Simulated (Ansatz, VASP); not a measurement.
**CdF2: VASP beside Ansatz**

Aim: how closely do two programs agree when they are given the same cell, functional and k mesh? The structure shown is the end of the Ansatz relaxation below.

Calculated with Ansatz 0.2.0; plane waves, with VASP 6.6.1 beside it; single point at LDA.

## Step 1: The structure

The cell holds 3 atoms: 1 Cd and 2 F. Cell: a = 3.440 Å, b = 3.440 Å, c = 27.600 Å, α = 90.0°, β = 90.0°, γ = 120.0°. It derives from CdF2. Vacuum lies along c.

## Step 2: Ansatz: relaxation, LDA

Ansatz runs on its PAW soft_1 files.

This run makes the geometry at which the two programs are then compared.

The input, input.yaml:

```yaml
crystal:
  lattice:
    - [3.4399253577, 0.0, 0.0]
    - [-1.7199626788, 2.9790627469, 0.0]
    - [0.0, 0.0, 27.6]
  atoms:
    - { symbol: Cd, position: [0.0, 0.0, 0.3623188406] }
    - { symbol: F, position: [0.3333333333, 0.6666666667, 0.3975798181] }
    - { symbol: F, position: [0.6666666667, 0.3333333333, 0.3270578631] }
  periodic: [true, true, false]
kpoints:
  mp_grid: { grid: [9, 9, 1] }
hamiltonian:
  xc: lda
  pseudopotentials: { kind: paw, azcp: { folder: soft_1 }, xc_functional: pbe }
scf:
  occupations: { method: gaussian, width: 0.02 }
output:
  forces: true
  stress: true
  eigenvalues: true
  write_density: true
  write_potential: true
  elf: true
  volumetric_format: npy
relax:
  adjacent_minimum: "off"
  f_tol: 0.005
  max_steps: 80
  cell: { stress_2d_tol: 0.02 }
```

Command:

```sh
$ ansatz run input.yaml --threads 4 --pin off --max-ram 16384MiB --backend cpu --events-out ev --progress --plain --runs-dir out
```

Numbers of over 12 decimals in the logs are rounded to 6 here.

Log:

```text
Engine: ansatz 0.2.0, aarch64-unknown-linux-gnu
Pseudopotentials: kind: paw
Pseudopotential: Cd, paw, valence charge 20, recommended cutoff 420 eV (normal), soft_1/Cd.paw.azcp
Pseudopotential: F, paw, valence charge 7, recommended cutoff 420 eV (normal), soft_1/F.paw.azcp
Functional definition: SPW92
  exchange = slater_x
  correlation = pw_c
Crystal: 3 atoms, lattice volume = 282.838 Å³
Basis set: ecut = 420 eV, 5529 PW (Γ)
Bands: 21, of which v1, the nominal top of the filled ones, is band 17 counted from 1 (16 counted from 0)
Symmetry: 12 space group operations
Space group: P-3m1 (ITA 164), of the structure as read, at distance tolerance 6.6e-5 Å
k-points: 12 of 81
Non-local potential: Cd, projectors of the file, l = 0: 3, l = 1: 2, l = 2: 2, l = 3: 1
Non-local potential: F, projectors of the file, l = 0: 2, l = 1: 2, l = 2: 1
PAW form: soft (Blöchl's): semilocal exchange-correlation on the pseudo side does not see the compensation charge
PAW frozen core: Cd, regenerated for the run's functional, and the local potential with it (the file was generated under x = pbe(κ = 0.804, μ = 0.219515), c = pbe(β = 0.066725))
PAW frozen core: F, regenerated for the run's functional, and the local potential with it (the file was generated under x = pbe(κ = 0.804, μ = 0.219515), c = pbe(β = 0.066725))
PAW one-centre angular grid: Cd, 590 points (default); XC on 64 Gauss nodes
PAW one-centre angular grid: F, 110 points (default); XC on 64 Gauss nodes
Initial density: superposition of atomic densities (neutral atoms: chi_scale 0, normalization atom)
Initial wavefunctions: pseudopotential atomic-orbital guess
Functional: x = slater, c = lda
SCF iter   1: F=—  HF=-9707.373940 eV  |F-HF|=—  |Δ(HF+E_count)|=         —  Δρ=4.00e-2  dr2=4.58e0  ethr=3.10e-3  ⟨swp⟩=11.1  Hψ=1693  notcnv=0
preconditioner: auto → none  [insulator: Δε(μ)=4.447 eV  Ē_g=15.362 eV  σ=0.020 eV  W_gap=1.00  n_scr=16 (ndim 8)  ℏωp=11.3 eV  f_vac=0.825  D(μ)=0.00/eV (n_scr^D=0)  ε∞_Penn≈1.5]
SCF iter   2: F=—  HF=-9706.349033 eV  |F-HF|=—  |Δ(HF+E_count)|=    1.02e0  Δρ=3.30e-2  dr2=1.45e0  ethr=3.10e-3  ⟨swp⟩=4.2  Hψ=684  notcnv=0
SCF iter   3: F=—  HF=-9705.942488 eV  |F-HF|=—  |Δ(HF+E_count)|=   4.07e-1  Δρ=6.14e-3  dr2=7.18e-2  ethr=3.10e-3  ⟨swp⟩=3.0  Hψ=642  notcnv=0
SCF iter   4: F=—  HF=-9705.916189 eV  |F-HF|=—  |Δ(HF+E_count)|=   2.63e-2  Δρ=1.28e-3  dr2=2.66e-3  ethr=2.11e-4  ⟨swp⟩=3.4  Hψ=619  notcnv=0
SCF iter   5: F=—  HF=-9705.915804 eV  |F-HF|=—  |Δ(HF+E_count)|=   3.86e-4  Δρ=1.75e-4  dr2=3.02e-5  ethr=7.83e-6  ⟨swp⟩=3.0  Hψ=545  notcnv=0
SCF iter   6: F=—  HF=-9705.915800 eV  |F-HF|=—  |Δ(HF+E_count)|=   3.61e-6  Δρ=1.21e-4  dr2=2.89e-5  ethr=8.88e-8  ⟨swp⟩=3.1  Hψ=589  notcnv=0
SCF iter   7: F=—  HF=-9705.915791 eV  |F-HF|=—  |Δ(HF+E_count)|=   9.16e-6  Δρ=3.72e-5  dr2=3.01e-6  ethr=8.51e-8  ⟨swp⟩=2.8  Hψ=495  notcnv=0
SCF iter   8: F=-9705.915790 eV  HF=-9705.915790 eV  |F-HF|=2.59e-8  |Δ(HF+E_count)|=   1.20e-6  Δρ=4.59e-6  dr2=3.01e-8  ethr=2.94e-10  ⟨swp⟩=14.6  Hψ=2841  notcnv=0
SCF 1 converged in 8 iterations: F = -9705.915790 eV  dr2 = 3.01e-8
  greatest PAW one-centre occupation: 1.000 electrons in one spin orbital (limit 2), on the Cd atom at site 0 (counted from 0), in its partial waves of l = 0
relax step   1: F+E_penalty+E_count = -9705.91578989 eV  Δ(F+E_penalty+E_count) = +0.000e0 eV  max|allowed force component| = 1.086e-4 eV/Å  Δτ_max = 0.0000 Å  P = +0.006 N/m  Ω = 282.838 Å³  fix = [c, alpha, beta]  reactions: c +0.000 N/m  (8 SCF iters, dr2 threshold 1.00e-7 eV, accepted)
Initial density: handed on by an earlier stage of this run
Initial wavefunctions: pseudopotential atomic-orbital guess (no wavefunctions were taken with the density)
iter 1 solved again at ethr=1.78e-6 eV; its pass at ethr=3.10e-3 eV (dr2=6.07e-4 eV) is discarded
SCF iter   1: F=—  HF=-9705.915790 eV  |F-HF|=—  |Δ(HF+E_count)|=         —  Δρ=4.55e-6  dr2=3.18e-8  ethr=1.78e-6  ⟨swp⟩=5.0  Hψ=2700  notcnv=0
eigensolver tolerance schedule: the retry pair's looser diagonalisation over-reported the residual by 19075.56 of it (diagonalisation noise at an unbounded share of the residual, at the tolerance the schedule requests for it); recorded, not acted on — ethr = c·dr2/N_el stays at c = 1.0e-1
preconditioner: auto → none  [insulator: Δε(μ)=3.800 eV  Ē_g=14.865 eV  σ=0.020 eV  W_gap=1.00  n_scr=16 (ndim 8)  ℏωp=11.3 eV  f_vac=0.835  D(μ)=0.00/eV (n_scr^D=0)  ε∞_Penn≈1.6]
SCF iter   2: F=—  HF=-9705.915790 eV  |F-HF|=—  |Δ(HF+E_count)|=   1.93e-7  Δρ=2.07e-6  dr2=7.17e-9  ethr=9.35e-11  ⟨swp⟩=4.8  Hψ=882  notcnv=0
SCF iter   3: F=—  HF=-9705.915790 eV  |F-HF|=—  |Δ(HF+E_count)|=   2.08e-9  Δρ=9.00e-7  dr2=1.11e-9  ethr=2.11e-11  ⟨swp⟩=2.8  Hψ=434  notcnv=0
SCF iter   4: F=—  HF=-9705.915790 eV  |F-HF|=—  |Δ(HF+E_count)|=  3.00e-10  Δρ=2.83e-7  dr2=7.46e-11  ethr=3.28e-12  ⟨swp⟩=3.6  Hψ=523  notcnv=0
SCF iter   5: F=-9705.915790 eV  HF=-9705.915790 eV  |F-HF|=2.55e-11  |Δ(HF+E_count)|=  4.00e-11  Δρ=3.98e-8  dr2=3.01e-12  ethr=1.00e-12  ⟨swp⟩=9.6  Hψ=1930  notcnv=0
SCF 2 converged in 5 iterations: F = -9705.915790 eV  dr2 = 3.01e-12
relax step   2: F+E_penalty+E_count = -9705.91578990 eV  Δ(F+E_penalty+E_count) = -1.441e-8 eV  max|allowed force component| = 1.499e-4 eV/Å  Δτ_max = 0.0000 Å  P = +0.006 N/m  Ω = 282.838 Å³  fix = [c, alpha, beta]  reactions: c +0.000 N/m  stress off target by 6.34e-3 N/m on what of the cell is left free  SCF on the basis re-selected at this cell (its energy is not comparable with the rows above)  (5 SCF iters)
basis re-selected at this cell: Δ(F+E_penalty+E_count) = -1.441e-8 eV, ΔP = -0.000 N/m vs the last step (what re-selecting the basis moved, of the pressure what is left beyond the Pulay correction that the steps carried, after the strain that the cell walked since its last selection, with what the two solves' SCF thresholds leave and, on support functions, any second-order correction that the steps lacked; it is no m [...]
WARN: The output density's exchange-correlation potential varies sharply where the density is thin. Do not read a vacuum level from v_tot or v_xc, or from such a field of the output density. On a cell that repeats whose density bears no net charge and no dipole along the vacuum's axis use v_es (v_loc + v_h of the components); under efield.dipole_correction with no amplitude use v_es + v_field, which holds any externa [...]
SCF converged after 5 iterations
Free energy (F): -9705.915790 eV
Harris-Foulkes:  -9705.915790 eV  (|F-HF|=2.55e-11)
Internal energy: -9705.915790 eV  (E = F + TS)
E sigma→0 (E₀):  -9705.915790 eV
Fermi energy:    -6.979648 eV
--- Per-component energies (eV) ---
  E_band       = -1002.412993
  E_kinetic    = 833.305101
  E_local      = -65727.327902  (includes V_loc(G=0)·N_el)
  E_nonlocal   = 309.744249
  E_hartree    = 32340.484532
  E_xc         = -304.634034
  E_vxc        = -389.056858  (∫ρ·V_xc dr)
  E_paw        = -4349.449255  (= ΣΔE_a)
  E_vpaw       = -710.048290  (= ΣTr[D̂ρ^β])
  E_aug_tail   = 0.001514  (compensation charges beyond the density's cutoff)
  E_ewald      = 27190.966931
  E_core_change = 0.993073  (= ΣΔE_core)
  E_smearing   = -0.000000  (= −TS)
  E_closure    = -0.000000  (closes the sum)
  Σ components = -9705.915790   (vs F -9705.915790, Δ=0.00e0)
--- Forces (eV/Å), atoms counted from 1 ---
  atom   1  Cd     0.00000000    -0.00000000     0.00000000
  atom   2  F      0.00000000    -0.00000000     0.00014991
  atom   3  F     -0.00000000     0.00000000    -0.00014991
  max |Σ_I F_I| component: 4.63e-18 eV/Å
--- 2D stress c σ (N/m, compression-positive) ---
        0.006340      -0.000000       0.000000
       -0.000000       0.006340       0.000000
        0.000000       0.000000       0.000000
  P = ½ c Tr σ = 0.0063 N/m
--- Band table (eV; the first three rows and the last of 12) ---
  k-point 0: bands = [... 13 lower, -10.4898, -10.1356, -8.8798, -8.8798, -5.0796, -1.7596 (-1.7596°), -0.0676, 0.1478]
  k-point 1: bands = [... 13 lower, -10.3654, -10.0661, -9.0835, -8.9217, -4.7080, -1.4959 (-1.4959°), 0.1300, 0.3641]
  k-point 2: bands = [... 13 lower, -10.5128, -9.9585, -9.4797, -8.9840, -3.7588, -0.8050 (-0.8050°), 0.7120, 1.0044]
  k-point 11: bands = [... 13 lower, -10.9784, -10.8688, -9.3278, -9.3278, -0.7445, 2.0540, 2.2498, 2.2498]
  ° read free of the cell's end (the report's vacuum.weakly_bound_levels)
--- Relaxed structure (1 steps of the walk, 1 accepted, 1 SCFs on fresh bases) ---
  F+E_penalty+E_count = -9705.91578990 eV   max|allowed force component| = 1.499e-4 eV/Å   (the final SCF, on the basis selected at the relaxed cell)
  cell:  # Å, volume = 282.8380 Å³
    - [3.439925, -2.8867426702317266e-11, 0.0]
    - [-1.719963, 2.979063, 0.0]
    - [0.0, 0.0, 27.6]
  atoms:
    - { symbol: Cd, position: [0.0, 0.0, 0.362319] }
    - { symbol: F, position: [0.333333, 0.666667, 0.397580] }
    - { symbol: F, position: [0.666667, 0.333333, 0.3270578631] }
```

The column dr2 measures how far the density is from self-consistency, as an energy; F and HF (Harris–Foulkes) agree once it is small.

## Step 3: VASP: single point, LDA

The same cell, functional (in two slightly different forms), mesh and smearing now go to VASP, with its own data sets.

Lines of VASP's logs that name or quote its potential files are left out, and so is its time.

The input, INCAR:

```
SYSTEM = CdF2
PREC = Accurate
ENCUT = 520
EDIFF = 1E-06
NELM = 120
ISMEAR = 0
SIGMA = 0.02
LREAL = .FALSE.
ALGO = Normal
GGA = CA
NBANDS = 19
LORBIT = 11
LWAVE = .FALSE.
LCHARG = .FALSE.
ISIF = 2
LDIPOL = .TRUE.
IDIPOL = 3
DIPOL = 0.5 0.5 0.362
LVHAR = .TRUE.
LASPH = .TRUE.
GGA_COMPAT = .FALSE.
EFERMI = MIDGAP
NELMDL = -8
```

The input, POSCAR:

```
CdF2
1.0
    3.4399253577      0.0000000000      0.0000000000
   -1.7199626788      2.9790627469      0.0000000000
    0.0000000000      0.0000000000     27.6000000000
Cd F
1 2
Direct
    0.0000000000      0.0000000000      0.3623188406
    0.3333333333      0.6666666667      0.3975798181
    0.6666666667      0.3333333333      0.3270578631
```

The input, KPOINTS:

```
Automatic mesh
0
Gamma
9 9 1
0 0 0
```

PAW data sets: Cd and F (LDA family, release 64).

Command:

```sh
$ mpirun -np 1 vasp_std
```

Log:

```text
[banner, memory and clock lines left out]
running    1 mpi-ranks, on    1 nodes
 distrk:  each k-point on    1 cores,    1 groups
 distr:  one band on    1 cores,    1 groups

 POSCAR found type information on POSCAR CdF
 POSCAR found :  2 types and       3 ions
 LDA part: xc-table for (Slater(with rela. corr.)+CA(PZ))
 , standard interpolation
 POSCAR, INCAR and KPOINTS ok, starting setup
 FFT: planning ... GRIDC
 FFT: planning ... GRID_SOFT
 FFT: planning ... GRID
 WAVECAR not read
 entering main loop
       N       E                     dE             d eps       ncg     rms          rms(c)
DAV:   1     0.227370487233E+03    0.22737E+03   -0.10307E+04   520   0.101E+03
DAV:   2     0.124063308018E+02   -0.21496E+03   -0.20867E+03   625   0.268E+02
DAV:   3    -0.135040280229E+02   -0.25910E+02   -0.25858E+02   510   0.104E+02
DAV:   4    -0.138712432865E+02   -0.36722E+00   -0.36697E+00   525   0.142E+01
DAV:   5    -0.138740262693E+02   -0.27830E-02   -0.27828E-02   524   0.112E+00
DAV:   6    -0.138740558804E+02   -0.29611E-04   -0.29611E-04   547   0.113E-01
DAV:   7    -0.138740563485E+02   -0.46812E-06   -0.46803E-06   545   0.118E-02
DAV:   8    -0.138740563553E+02   -0.67648E-08   -0.66976E-08   407   0.139E-03    0.117E+01
DAV:   9    -0.122577617183E+02    0.16163E+01   -0.63130E+00   659   0.383E+01    0.884E+00
DAV:  10    -0.122521224610E+02    0.56393E-02   -0.66350E-01   477   0.800E+00    0.525E+00
DAV:  11    -0.122222361667E+02    0.29886E-01   -0.18915E-01   525   0.379E+00    0.816E-01
DAV:  12    -0.122124875348E+02    0.97486E-02   -0.48289E-02   603   0.241E+00    0.106E-01
DAV:  13    -0.122130491336E+02   -0.56160E-03   -0.37281E-03   524   0.664E-01    0.111E-01
DAV:  14    -0.122131779356E+02   -0.12880E-03   -0.20650E-04   562   0.207E-01    0.710E-02
DAV:  15    -0.122132547196E+02   -0.76784E-04   -0.94918E-05   527   0.921E-02    0.168E-02
DAV:  16    -0.122132896618E+02   -0.34942E-04   -0.51388E-06   555   0.224E-02    0.642E-03
DAV:  17    -0.122133613409E+02   -0.71679E-04   -0.17846E-05   536   0.319E-02    0.286E-03
DAV:  18    -0.122133814268E+02   -0.20086E-04   -0.29641E-06   468   0.114E-02    0.258E-03
DAV:  19    -0.122133969414E+02   -0.15515E-04   -0.29279E-06   454   0.902E-03    0.231E-03
DAV:  20    -0.122133988072E+02   -0.18658E-05   -0.23413E-07   449   0.595E-03    0.570E-04
DAV:  21    -0.122134004433E+02   -0.16360E-05   -0.23791E-07   446   0.208E-03    0.578E-04
DAV:  22    -0.122134006747E+02   -0.23140E-06   -0.98113E-09   433   0.515E-04
   1 F= -.12213401E+02 E0= -.12213401E+02  d E =0.000000E+00
```

Parts of OUTCAR (step 3):

```text
ion  position               nearest neighbor table
   1  0.000  0.000  0.362-   3 2.21   2 2.21   3 2.21   2 2.21   3 2.21   2 2.21
   2  0.333  0.667  0.398-   1 2.21   1 2.21   1 2.21
   3  0.667  0.333  0.327-   1 2.21   1 2.21   1 2.21

  LATTYP: Found a hexagonal cell.
 ALAT       =     3.4399253577
 C/A-ratio  =     8.0234299091

 Subroutine GETGRP returns: Found 12 space group operations
 (whereof  6 operations were pure point group operations)

The static configuration has the point symmetry C_3v.
 The point group associated with its full space group is D_3d.

 Found     12 irreducible k-points:

   k-points           NKPTS =     12   k-points in BZ     NKDIM =     12   number of bands    NBANDS=     19

   dimension x,y,z NGX =    28 NGY =   28 NGZ =  210
   dimension x,y,z NGXF=    56 NGYF=   56 NGZF=  420

   ENCUT  =  520.0 eV  38.22 Ry    6.18 a.u.   6.40  6.40 51.32*2*pi/ulx,y,z

   NELECT =      26.0000    total number of electrons

 k-points in reciprocal lattice and weights: Automatic mesh
   0.00000000  0.00000000  0.00000000       0.012
   0.11111111  0.00000000  0.00000000       0.074
   0.22222222  0.00000000  0.00000000       0.074
   0.33333333  0.00000000  0.00000000       0.074
   0.44444444  0.00000000  0.00000000       0.074
   0.11111111  0.11111111  0.00000000       0.074
   0.22222222  0.11111111  0.00000000       0.148
   0.33333333  0.11111111  0.00000000       0.148
   0.44444444  0.11111111  0.00000000       0.074
   0.22222222  0.22222222  0.00000000       0.074
   0.33333333  0.22222222  0.00000000       0.148
   0.33333333  0.33333333  0.00000000       0.025

 dipolmoment           0.000000      0.000000     -0.000002 electrons x Angstroem

 average (electrostatic) potential at core
       1 -46.2312       2 -84.1978       3 -84.1978

 E-fermi :  -5.9782

 k-point     1 :       0.0000    0.0000    0.0000
  band No.  band energies     occupation
    ...
      9      -9.4654      2.00000
     10      -9.4654      2.00000
     11      -9.1088      2.00000
     12      -7.8712      2.00000
     13      -7.8712      2.00000
     14      -4.0852      0.00000
     15      -0.7609      0.00000
     16       0.9080      0.00000
     17       1.1481      0.00000
     18       1.1956      0.00000
    ...

 k-point     2 :       0.1111    0.0000    0.0000
  band No.  band energies     occupation
    ...
      9      -9.4953      2.00000
     10      -9.3483      2.00000
     11      -9.0396      2.00000
     12      -8.0751      2.00000
     13      -7.9123      2.00000
     14      -3.7117      0.00000
     15      -0.4963      0.00000
     16       1.1108      0.00000
     17       1.3469      0.00000
     18       1.4113      0.00000
    ...

 k-point     3 :       0.2222    0.0000    0.0000
  band No.  band energies     occupation
    ...
      9      -9.6436      2.00000
     10      -9.5011      2.00000
     11      -8.9309      2.00000
     12      -8.4723      2.00000
     13      -7.9734      2.00000
     14      -2.7586      0.00000
     15       0.1967      0.00000
     16       1.7094      0.00000
     17       1.9400      0.00000
     18       2.0508      0.00000
    ...

  Total        0.4441682      0.4441682      0.1272663      0.0000000      0.0000000     -0.0000000
  in kB        2.5160559      2.5160559      0.7209188      0.0000000      0.0000000     -0.0000000
  external PRESSURE =       1.9176768 kB  Pullay stress =       0.0000000 kB

  energy-cutoff  :      520.00
  volume of cell :      282.84
      direct lattice vectors                 reciprocal lattice vectors
     3.439925358  0.000000000  0.000000000     0.290703982  0.167838022  0.000000000
    -1.719962679  2.979062747  0.000000000     0.000000000  0.335676045  0.000000000
     0.000000000  0.000000000 27.600000000     0.000000000  0.000000000  0.036231884

 POSITION                                       TOTAL-FORCE (eV/Angst)
 -----------------------------------------------------------------------------------
      0.00000      0.00000     10.00000         0.000000      0.000000     -0.000000
     -0.00000      1.98604     10.97320        -0.000000      0.000000      0.108039
      1.71996      0.99302      9.02680         0.000000     -0.000000     -0.108039
 -----------------------------------------------------------------------------------
    total drift:                                0.000000     -0.000000     -0.000076

  FREE ENERGIE OF THE ION-ELECTRON SYSTEM (eV)
  ---------------------------------------------------
  free  energy   TOTEN  =       -12.2134006747 eV

  energy  without entropy=      -12.2134006747  energy(sigma->0) =      -12.21340067

 vacuum level on the upper side and lower side of the slab         1.014         1.014

 total charge
# of ion       s       p       d       tot
------------------------------------------
    1        0.282   0.244   9.691  10.217
    2        1.730   4.314   0.000   6.044
    3        1.730   4.314   0.000   6.044
--------------------------------------------------
tot          3.743   8.872   9.691  22.306

[... 3 further parts left out ...]
```

The gap is read on the k-mesh alone, so it is an upper bound where the band edges lie off the mesh.

## Step 4: Differences

Known differences besides the potentials themselves: the two LDA forms differ slightly; Ansatz cuts the interaction across the vacuum, VASP repeats the sheet with a dipole correction; the data sets hold 34 valence electrons in Ansatz (on its PAW soft_1 files) and 26 in VASP; the cutoff is 420 eV in Ansatz and 520 eV in VASP; VASP's log shows a relativistic correction to its local exchange, Ansatz's none. Total energies have different zeros and are not compared.

The two programs side by side:

```
              quantity  Ansatz   VASP  difference
gap on the k mesh (eV)   3.800  3.786      +0.014
```

Forces (eV/Å; atoms numbered as in POSCAR):

```
atom       Ansatz x, y, z          VASP x, y, z
 Cd1  0.000, 0.000, 0.000   0.000, 0.000, 0.000
  F2  0.000, 0.000, 0.000   0.000, 0.000, 0.108
  F3  0.000, 0.000, 0.000  0.000, 0.000, -0.108
```

The forces differ by 51 meV/Å r.m.s., where the r.m.s. force is 0.000 eV/Å in Ansatz and 0.051 eV/Å in VASP: the atoms lie near their places of rest in Ansatz, so a percentage would say little (all taken over all components). A gap on the mesh is an upper bound, since the band edges may lie between its points. With vacuum in the cell, a pressure given here is an average over mostly empty space and none of the material.

## Step 5: Results

| Property | Result |
| --- | --- |
| r.m.s. force difference (single point, LDA) | 51 meV/Å |

What this shows: The r.m.s. force difference is 51 meV/Å (single point, LDA), beyond the 12 meV/Å picked in this series as the mark of a large difference. The data sets hold unlike numbers of valence electrons (34 in Ansatz and 26 in VASP), so part of the differences comes from the potentials. What causes the difference of the single point, LDA pair stays open here. Such differences can come from data sets, numerical settings and the points named under the comparisons, not from the functional's error against experiment.

[Lines on the potential files, build, host, timing and source positions are cut from VASP's logs without a mark.]

[Logs are printed without paths, hosts, clocks, repeated set-up lines and the standing remarks that a program may print on its own settings, such as how far it seeks lower states.]

[Hosts, paths, dates, database ids (printed as entryN), source tags and the programs' standing remarks are cut or masked in the printed files.]
